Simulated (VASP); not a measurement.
## BP: GW quasiparticle gap

Aim: the quasiparticle gap of BP, and what it costs to get it. The cell is of the zinc-blende type, one of the forms listed for this formula, which need not be the common one. The start is a cell from a database of measured crystal structures.

Main program and level: VASP 6.6.1; PBE; plane waves and PAW (B_GW, P_GW), in the first sound run; inputs show where later runs differ.

## Step 1: Set-up

It takes space group F-43m (No. 216, cubic). The conventional cell has a = 4.538 Å, b = 4.538 Å, c = 4.538 Å, α = 90.00°, β = 90.00°, γ = 90.00°. Nearest to B lie 4 P at 1.97 Å. P has 4 B at 1.97 Å nearest. Farther neighbours are not listed.

## Step 2: Ground state

The orbitals come from a self-consistent PBE run with a tight EDIFF and a narrow smearing. KPOINTS_OPT adds the bands along a path, which shows whether the mesh holds the band edges.

The input, INCAR:

```
SYSTEM = BP
PREC = Accurate
ENCUT = 340
EDIFF = 1E-08
NELM = 100
ISMEAR = 0
SIGMA = 0.01
LREAL = .FALSE.
ALGO = Normal
GGA = PE
NBANDS = 10
LORBIT = 11
LWAVE = .TRUE.
LCHARG = .FALSE.
KPAR = 8
```

The input, POSCAR:

```
BP
1.0
    0.0000000000      2.2690000000      2.2690000000
    2.2690000000      0.0000000000      2.2690000000
    2.2690000000      2.2690000000      0.0000000000
B P
1 1
Direct
    0.0000000000      0.0000000000      0.0000000000
    0.2500000000      0.2500000000      0.2500000000
```

The input, KPOINTS:

```
Automatic mesh
0
Gamma
6 6 6
0 0 0
```

The input, KPOINTS_OPT:

```
Line mode
12
Line-mode
Reciprocal
  0.00000000   0.00000000   0.00000000 GAMMA
  0.50000000   0.00000000   0.50000000 X

  0.50000000   0.00000000   0.50000000 X
  0.50000000   0.25000000   0.75000000 W

  0.50000000   0.25000000   0.75000000 W
  0.37500000   0.37500000   0.75000000 K

  0.37500000   0.37500000   0.75000000 K
  0.00000000   0.00000000   0.00000000 GAMMA

  0.00000000   0.00000000   0.00000000 GAMMA
  0.50000000   0.50000000   0.50000000 L

  0.50000000   0.50000000   0.50000000 L
  0.62500000   0.25000000   0.62500000 U

  0.62500000   0.25000000   0.62500000 U
  0.50000000   0.25000000   0.75000000 W

  0.50000000   0.25000000   0.75000000 W
  0.50000000   0.50000000   0.50000000 L

  0.50000000   0.50000000   0.50000000 L
  0.37500000   0.37500000   0.75000000 K

  0.62500000   0.25000000   0.62500000 U
  0.50000000   0.00000000   0.50000000 X
```

The projector-augmented-wave data sets are B_GW and P_GW (PBE family, release 64).

The run is started by

```
mpirun -np 8 vasp_std
```

The log of the run:

```text
[banner, memory and clock lines left out]
running    8 mpi-ranks, on    1 nodes
 distrk:  each k-point on    1 cores,    8 groups
 distr:  one band on    1 cores,    1 groups

 POSCAR found type information on POSCAR B P
 POSCAR found :  2 types and       2 ions
|                                                                             |
|           W    W    AA    RRRRR   N    N  II  N    N   GGGG   !!!           |
|           W    W   A  A   R    R  NN   N  II  NN   N  G    G  !!!           |
|           W    W  A    A  R    R  N N  N  II  N N  N  G       !!!           |
|           W WW W  AAAAAA  RRRRR   N  N N  II  N  N N  G  GGG   !            |
|           WW  WW  A    A  R   R   N   NN  II  N   NN  G    G                |
|           W    W  A    A  R    R  N    N  II  N    N   GGGG   !!!           |
|                                                                             |
|     For optimal performance we recommend to set                             |
|       NCORE = 2 up to number-of-cores-per-socket                            |
|     NCORE specifies how many cores store one orbital (NPAR=cpu/NCORE).      |
|     This setting can greatly improve the performance of VASP for DFT.       |
|     The default, NCORE=1 might be grossly inefficient on modern             |
|     multi-core architectures or massively parallel machines. Do your        |
|     Unfortunately you need to use the default for GW and RPA                |
|     calculations (for HF NCORE is supported but not extensively tested      |
|     yet).                                                                   |
|                                                                             |

 LDA part: xc-table for (Slater+PW92), standard interpolation
 POSCAR, INCAR and KPOINTS ok, starting setup
 FFT: planning ... GRIDC
 FFT: planning ... GRID_SOFT
 FFT: planning ... GRID
 WAVECAR not read
 entering main loop
       N       E                     dE             d eps       ncg     rms          rms(c)
DAV:   1     0.854161165107E+01    0.85416E+01   -0.34660E+03   320   0.596E+02
DAV:   2    -0.129403694284E+02   -0.21482E+02   -0.20231E+02   532   0.125E+02
DAV:   3    -0.136149060546E+02   -0.67454E+00   -0.67326E+00   406   0.184E+01
DAV:   4    -0.136225180570E+02   -0.76120E-02   -0.76101E-02   496   0.247E+00
DAV:   5    -0.136225884257E+02   -0.70369E-04   -0.70367E-04   410   0.167E-01    0.450E+00
DAV:   6    -0.129868431306E+02    0.63575E+00   -0.15682E+00   498   0.706E+00    0.205E+00
DAV:   7    -0.128956849550E+02    0.91158E-01   -0.21494E-01   478   0.270E+00    0.784E-01
DAV:   8    -0.128859883688E+02    0.96966E-02   -0.29677E-02   414   0.106E+00    0.916E-02
DAV:   9    -0.128863412957E+02   -0.35293E-03   -0.73286E-04   410   0.200E-01    0.468E-02
DAV:  10    -0.128864924839E+02   -0.15119E-03   -0.21861E-04   382   0.111E-01    0.114E-02
DAV:  11    -0.128864929768E+02   -0.49290E-06   -0.14832E-05   478   0.245E-02    0.409E-03
DAV:  12    -0.128864940058E+02   -0.10290E-05   -0.18600E-06   390   0.113E-02    0.711E-04
DAV:  13    -0.128864938657E+02    0.14007E-06   -0.71177E-08   438   0.174E-03    0.263E-04
DAV:  14    -0.128864938636E+02    0.20586E-08   -0.71815E-09   316   0.598E-04
   1 F= -.12886494E+02 E0= -.12886494E+02  d E =-.303288E-26
 Start KPOINTS_OPT (optional k-point list driver)
k-point batch [1-16\120]
       N       E                     dE             ncg
DAV:   1     0.522723520604E+03   -0.23812E+04      320
DAV:   2     0.166171846061E+03   -0.35655E+03      568
DAV:   3     0.157870447117E+03   -0.83014E+01      424
DAV:   4     0.157808485096E+03   -0.61962E-01      490
DAV:   5     0.157807929274E+03   -0.55582E-03      428
DAV:   6     0.157807924079E+03   -0.51957E-05      500
DAV:   7     0.157807923963E+03   -0.11506E-06      448
DAV:   8     0.157807923963E+03   -0.12625E-09      480
[...]
k-point batch [113-120\120]
       N       E                     dE             ncg
DAV:   1     0.255609580504E+04   -0.21508E+04      160
DAV:   2     0.241276258954E+04   -0.14333E+03      304
DAV:   3     0.241033627110E+04   -0.24263E+01      216
DAV:   4     0.241031697720E+04   -0.19294E-01      278
DAV:   5     0.241031691183E+04   -0.65366E-04      212
DAV:   6     0.241031691097E+04   -0.86117E-06      274
DAV:   7     0.241031691097E+04   -0.61846E-09      210
 writing wavefunctions
```

It took 6.6 s on 8 MPI ranks of Intel Xeon Platinum 8488C (Sapphire Rapids), shared host; peak memory 0.92 GiB; 17 s of CPU time.

The logs omit lines about the potential files and the build; timing stands in the text.

Parts of OUTCAR (step 2):

```text
ion  position               nearest neighbor table
   1  0.000  0.000  0.000-   2 1.97   2 1.97   2 1.97   2 1.97
   2  0.250  0.250  0.250-   1 1.97   1 1.97   1 1.97   1 1.97

  LATTYP: Found a face centered cubic cell.
 ALAT       =     4.5380000000

 Subroutine GETGRP returns: Found 24 space group operations
 (whereof 24 operations were pure point group operations)

The static configuration has the point symmetry T_d .

 Found     16 irreducible k-points:

   k-points           NKPTS =     16   k-points in BZ     NKDIM =     16   number of bands    NBANDS=     10

   dimension x,y,z NGX =    20 NGY =   20 NGZ =   20
   dimension x,y,z NGXF=    40 NGYF=   40 NGZF=   40

   ENCUT  =  340.0 eV  24.99 Ry    5.00 a.u.   4.82  4.82  4.82*2*pi/ulx,y,z

   NELECT =       8.0000    total number of electrons

 k-points in reciprocal lattice and weights: Automatic mesh
   0.00000000  0.00000000  0.00000000       0.005
   0.16666667  0.00000000  0.00000000       0.037
   0.33333333  0.00000000  0.00000000       0.037
   0.50000000  0.00000000  0.00000000       0.019
   0.16666667  0.16666667  0.00000000       0.028
   0.33333333  0.16666667  0.00000000       0.111
   0.50000000  0.16666667  0.00000000       0.111
  -0.33333333  0.16666667  0.00000000       0.111
  -0.16666667  0.16666667  0.00000000       0.056
[...]
-0.33333333  0.33333333  0.16666667       0.111
  -0.33333333  0.50000000  0.16666667       0.056

 average (electrostatic) potential at core
       1 -25.0907       2 -72.7025

 E-fermi :   7.2114

 k-point     1 :       0.0000    0.0000    0.0000
  band No.  band energies     occupation
      1      -8.3243      2.00000
      2       7.1395      2.00000
      3       7.1395      2.00000
      4       7.1395      2.00000
      5      10.5408      0.00000
      6      10.5408      0.00000
      7      10.5408      0.00000
      8      14.5124      0.00000
      9      18.6606      0.00000
    ...

 k-point     2 :       0.1667    0.0000    0.0000
  band No.  band energies     occupation
      1      -7.8264      2.00000
      2       4.3046      2.00000
      3       6.4757      2.00000
      4       6.4757      2.00000
      5      11.1567      0.00000
      6      11.4438      0.00000
      7      11.4438      0.00000
      8      15.8049      0.00000
      9      18.0116      0.00000
    ...

 k-point     3 :       0.3333    0.0000    0.0000
  band No.  band energies     occupation
      1      -6.4090      2.00000
      2       0.4080      2.00000
      3       5.6732      2.00000
      4       5.6732      2.00000
      5      11.0303      0.00000
      6      11.9922      0.00000
      7      11.9922      0.00000
      8      17.2556      0.00000
      9      18.9582      0.00000
    ...

  Total        0.0918839      0.0918839      0.0918839      0.0000000      0.0000000     -0.0000000
  in kB        6.3011022      6.3011022      6.3011022      0.0000000      0.0000000     -0.0000000
  external PRESSURE =       6.3011022 kB  Pullay stress =       0.0000000 kB

  energy-cutoff  :      340.00
  volume of cell :       23.36
      direct lattice vectors                 reciprocal lattice vectors
     0.000000000  2.269000000  2.269000000    -0.220361393  0.220361393  0.220361393
     2.269000000  0.000000000  2.269000000     0.220361393 -0.220361393  0.220361393
     2.269000000  2.269000000  0.000000000     0.220361393  0.220361393 -0.220361393

 POSITION                                       TOTAL-FORCE (eV/Angst)
 -----------------------------------------------------------------------------------
      0.00000      0.00000      0.00000         0.000000      0.000000     -0.000000
      1.13450      1.13450      1.13450        -0.000000     -0.000000      0.000000
 -----------------------------------------------------------------------------------
    total drift:                               -0.000000     -0.000000     -0.000000

  FREE ENERGIE OF THE ION-ELECTRON SYSTEM (eV)
  ---------------------------------------------------
  free  energy   TOTEN  =       -12.8864938636 eV

  energy  without entropy=      -12.8864938636  energy(sigma->0) =      -12.88649386

 total charge
# of ion       s       p       d       tot
------------------------------------------
    1        0.640   1.207   0.000   1.847
    2        1.085   1.778   0.145   3.008
--------------------------------------------------
tot          1.725   2.985   0.145   4.855

[... 3 further parts left out ...]
```

This step gave:

```yaml
free_energy_toten: -12.89 eV
fermi_energy: 7.211 eV
pressure: 0.6301 GPa
least_gap_on_mesh_and_path: 1.235 eV
least_direct_gap_on_mesh_and_path: 3.401 eV
```

The highest empty bands on the path are converged less tightly, to about 0.1 eV. Electronic bands along the path, in eV, zero at the valence-band top; v1 is the highest filled band, c1 the lowest empty one:

| point | v3 | v2 | v1 | c1 | c2 | c3 | c4 |
| --- | --- | --- | --- | --- | --- | --- | --- |
| Γ | 0.00 | 0.00 | 0.00 | 3.40 | 3.40 | 3.40 | 7.37 |
| 0.45 of the way | -3.19 | -2.48 | -2.48 | 1.97 | 5.47 | 7.20 | 7.20 |
| X | -8.59 | -4.11 | -4.11 | 1.33 | 1.66 | 12.08 | 12.08 |
| 0.45 of the way | -8.40 | -4.82 | -4.76 | 2.65 | 3.10 | 10.50 | 11.27 |
| W | -8.06 | -5.67 | -5.47 | 5.33 | 6.76 | 7.24 | 7.44 |
| 0.55 of the way | -8.12 | -6.09 | -4.29 | 3.32 | 6.08 | 8.64 | 9.46 |
| K | -8.17 | -6.22 | -3.50 | 2.14 | 6.00 | 9.71 | 10.60 |
| 0.55 of the way | -4.42 | -3.45 | -0.88 | 4.63 | 4.79 | 5.81 | 8.30 |
| Γ | 0.00 | 0.00 | 0.00 | 3.40 | 3.40 | 3.40 | 7.37 |
| 0.45 of the way | -4.30 | -1.00 | -1.00 | 4.02 | 4.67 | 4.67 | 9.39 |
| L | -9.04 | -1.76 | -1.76 | 3.77 | 4.71 | 4.71 | 10.14 |
| 0.45 of the way | -8.66 | -3.88 | -2.44 | 3.41 | 6.28 | 6.38 | 9.97 |
| U | -8.17 | -6.22 | -3.50 | 2.14 | 6.00 | 9.71 | 10.60 |
| 0.45 of the way | -8.12 | -6.09 | -4.29 | 3.32 | 6.08 | 8.64 | 9.46 |
| W | -8.06 | -5.67 | -5.47 | 5.33 | 6.76 | 7.24 | 7.44 |
| 0.45 of the way | -8.36 | -4.82 | -3.34 | 4.25 | 5.32 | 8.75 | 9.57 |
| L | -9.04 | -1.76 | -1.76 | 3.77 | 4.71 | 4.71 | 10.14 |
| 0.55 of the way | -8.51 | -4.51 | -2.66 | 3.15 | 6.86 | 7.09 | 9.41 |
| K | -8.17 | -6.22 | -3.50 | 2.14 | 6.00 | 9.71 | 10.60 |
| jump to U | -8.17 | -6.22 | -3.50 | 2.14 | 6.00 | 9.71 | 10.60 |
| 0.55 of the way | -8.49 | -4.93 | -3.98 | 1.60 | 2.77 | 11.46 | 11.71 |
| X | -8.59 | -4.11 | -4.11 | 1.33 | 1.66 | 12.08 | 12.08 |

Of the projections kept (B, P), the largest for each band there, as a share of the weight inside these atoms' spheres; weight between the spheres isn't counted:

| point | v3 | v2 | v1 | c1 | c2 | c3 | c4 |
| --- | --- | --- | --- | --- | --- | --- | --- |
| Γ | P 0.54 | P 0.54 | P 0.54 | P 0.74 | P 0.74 | P 0.74 | B 0.52 |
| X | B 0.56 | P 0.59 | P 0.59 | P 0.57 | P 0.75 | P 0.54 | P 0.54 |
| W | B 0.60 | P 0.67 | P 0.56 | B 0.58 | P 1.00 | B 0.55 | P 0.70 |
| K | B 0.57 | P 0.62 | P 0.59 | P 0.64 | P 0.61 | P 0.59 | P 0.62 |
| Γ | P 0.54 | P 0.54 | P 0.54 | P 0.74 | P 0.74 | P 0.74 | B 0.52 |
| L | P 0.53 | P 0.58 | P 0.58 | P 0.60 | P 0.72 | P 0.72 | B 0.73 |

The electronic bands as a text plot (rows in eV, shown from -8.0 to 6.5 only):

```
    6.2 |   +        + +++  ++              +  +++ +
    5.6 |                    ++                     +     +
    5.0 |  +         ++       ++      +++ ++      ++ +++ +    +
    4.4 | +  +      +        ++++    +   ++      +  ++ ++
    3.8 |+    +     +  +    +  +++ +++++++++          +++++
    3.2 |++               ++     ++         +   +          +
    2.6 |  ++  +   +    +                    ++             +  +
    2.0 |       + ++     +                     +             ++ +
    1.4 |    ++++++                                            ++
    0.8 |
    0.2 |                       ***
   -0.4 |**                    * * **
   -1.0 |  *                 ** *  * **
   -1.6 |  **               *  *       ****             **
   -2.2 |   *              *   *    *      **         ** **
   -2.8 |    *            *                * *       *     **
   -3.5 |     **        **    *      *        **      *   *  **
   -4.1 |    *  ***          *              *   *   **         **
   -4.7 |          *   *      *                    *       *   *
   -5.3 |     *     ***     **        *      *   ** *
   -5.9 |            ***  **                  * ****        * *
   -6.5 |      *        **  *          *       *             *
   -7.1 |       *          *
   -7.7 |                 *                        *
         Γ       X    W  K        Γ      L     U  W     L   K|U X
```

The cell has a gap of 1.23 eV on mesh and path.

## Step 3: Empty bands

ALGO = Exact makes the empty bands from the converged ground state in one step. LOPTICS writes the k-derivatives of the orbitals (WAVEDER), which give the long-wavelength limit of the screening.

The input, INCAR:

```
SYSTEM = BP
PREC = Accurate
ENCUT = 340
ISMEAR = 0
SIGMA = 0.01
LREAL = .FALSE.
GGA = PE
NBANDS = 56
ALGO = Exact
NELM = 1
LWAVE = .TRUE.
LCHARG = .FALSE.
LOPTICS = .TRUE.
NEDOS = 1000
CSHIFT = 0.1
```

POSCAR is that of step 2.

KPOINTS is that of step 2.

The run is started by

```
mpirun -np 8 vasp_std
```

The log of the run:

```text
[banner, memory and clock lines left out]
running    8 mpi-ranks, on    1 nodes
 distrk:  each k-point on    8 cores,    1 groups
 distr:  one band on    1 cores,    8 groups

 POSCAR found type information on POSCAR B P
 POSCAR found :  2 types and       2 ions
 [... a notice as in an earlier step ...]

 LDA part: xc-table for (Slater+PW92), standard interpolation
 found WAVECAR, reading the header
  number of bands has changed, file:    10 present:    56
  trying to continue reading WAVECAR, but it might fail
 POSCAR, INCAR and KPOINTS ok, starting setup
 FFT: planning ... GRIDC
 FFT: planning ... GRID_SOFT
 FFT: planning ... GRID
 reading WAVECAR
 random initialization beyond band           10
 the WAVECAR file was read successfully
 initial charge from wavefunction
 entering main loop
       N       E                     dE             d eps       ncg     rms          rms(c)
DIA:   1    -0.128864938521E+02   -0.12886E+02    0.00000E+00     0   0.000E+00
   1 F= -.12886494E+02 E0= -.12886494E+02  d E =-.329393E-11
 writing wavefunctions
 optical routines
 imaginary and real dielectric function
 recalculating local potential from charge density
 direction            1
 direction            2
 direction            3
```

Wall time 5.6 s (8 MPI ranks); peak memory 0.84 GiB; 10 s of CPU time.

From OUTCAR (step 3):

```text
The static configuration has the point symmetry T_d .

 Found     16 irreducible k-points:

   k-points           NKPTS =     16   k-points in BZ     NKDIM =     16   number of bands    NBANDS=     56

   NELECT =       8.0000    total number of electrons

 E-fermi :   7.1807

  Total        0.0919451      0.0919451      0.0919451      0.0000000      0.0000000      0.0000000
  in kB        6.3053018      6.3053018      6.3053018      0.0000000      0.0000000      0.0000000
  external PRESSURE =       6.3053018 kB  Pullay stress =       0.0000000 kB

 POSITION                                       TOTAL-FORCE (eV/Angst)
 -----------------------------------------------------------------------------------
      0.00000      0.00000      0.00000         0.000000      0.000000      0.000000
      1.13450      1.13450      1.13450        -0.000000     -0.000000     -0.000000
 -----------------------------------------------------------------------------------
    total drift:                               -0.000000     -0.000000     -0.000000

  FREE ENERGIE OF THE ION-ELECTRON SYSTEM (eV)
  ---------------------------------------------------
  free  energy   TOTEN  =       -12.8864938521 eV

  energy  without entropy=      -12.8864938521  energy(sigma->0) =      -12.88649385

 plasma frequency squared (from intraband transitions) (eV^2)
  --------------------------------------------------------------------------------------
       0.000       0.000       0.000
       0.000       0.000       0.000
       0.000       0.000       0.000

[... 13 parts as in an earlier step ...]

[... 1 further part left out ...]
```

The gap is read on the k-mesh alone, so it is an upper bound where the band edges lie off the mesh, and a coarse mesh can show a gap where there is none.

A gap read on the k-mesh alone can miss the band edges.

This step gave:

```yaml
gap_on_the_k_mesh: 1.332 eV
least_direct_gap_on_the_k_mesh: 3.401 eV
```

WAVECAR now holds 56 bands for 8 electrons. Its independent-particle dielectric tensor has xx, yy, zz = 10.7, 10.7, 10.7 on this mesh. It isn't tested for convergence in mesh or bands and lacks local fields, and at a small direct gap a coarse mesh makes it too large, which overscreens the GW step.

(Part 1 of 4 ends here.)

[Lines on the potential files, build, host, timing and source positions are cut from VASP's logs without a mark.]

[Logs are printed without paths, hosts, clocks, repeated set-up lines and the standing remarks that a program may print on its own settings, such as how far it seeks lower states.]

[Hosts, paths, dates, database ids (printed as entryN), source tags and the programs' standing remarks are cut or masked in the printed files.]

[Pressures printed for these runs are not shown converged in the cutoff: they can be off by several GPa and have the wrong sign.]

[In band tables of VASP the shares of atoms and orbitals are scaled to a sum of 1 inside the atoms' spheres.]
